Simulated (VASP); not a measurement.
A run of VASP 6.6.1 is set up as follows.

File INCAR:

```
  PREC = Accurate
  ENCUT = 520
  EDIFF = 1E-7
  ISMEAR = -1
  SIGMA = 0.05
  LREAL = F
  LASPH = T
  NELM = 150
  ALGO = Normal
  ISIF = 2
  LWAVE = F
  LCHARG = F
  ISPIN = 2
  MAGMOM = 2 0 0 0 0 0 0 0
  LORBIT = 11
  LMAXMIX = 4
  GGA = PE
  NBANDS = 28
```

Contents of KPOINTS:

```
Automatic mesh
0
Gamma
  6 5 5
```

POSCAR

```
Mg6AlV
1.0
    4.9456000000      0.0000000000      0.0000000000
    0.0000000000      3.0996280000      5.3631915000
    0.0000000000     -3.0996280000      5.3631915000
V Al Mg
1 1 6
Direct
    0.5000000000      0.6732700000      0.6732700000
    0.0000000000      0.8230440000      0.8230440000
    0.5000000000      0.1660580000      0.1660580000
    0.5000000000      0.6712090000      0.1612670000
    0.5000000000      0.1612670000      0.6712090000
    0.0000000000      0.3332740000      0.3332740000
    0.0000000000      0.8281470000      0.3437330000
    0.0000000000      0.3437330000      0.8281470000
```

Potentials or basis: VASP PAW PBE potentials, release 64 (V_sv, Al, Mg).

Launch:

```sh
$ cat potpaw_PBE.64/V_sv/POTCAR potpaw_PBE.64/Al/POTCAR potpaw_PBE.64/Mg/POTCAR > POTCAR
$ mpirun -np 1 vasp_std > vasp.out
```

Question: Predict the pressure.

Answer: 0.0 GPa.

Question: Estimate the site moments.

Answer: V +2.49; Al -0.01; Mg -0.01, +0.01, +0.00 μB.

Question: What does it give for the largest force?

Answer: 0.061 eV/Å.

Stress tensor (GPa, compression positive):
```
-0.24  0.00  0.00
 0.00  0.08  0.00
 0.00  0.00  0.13
```
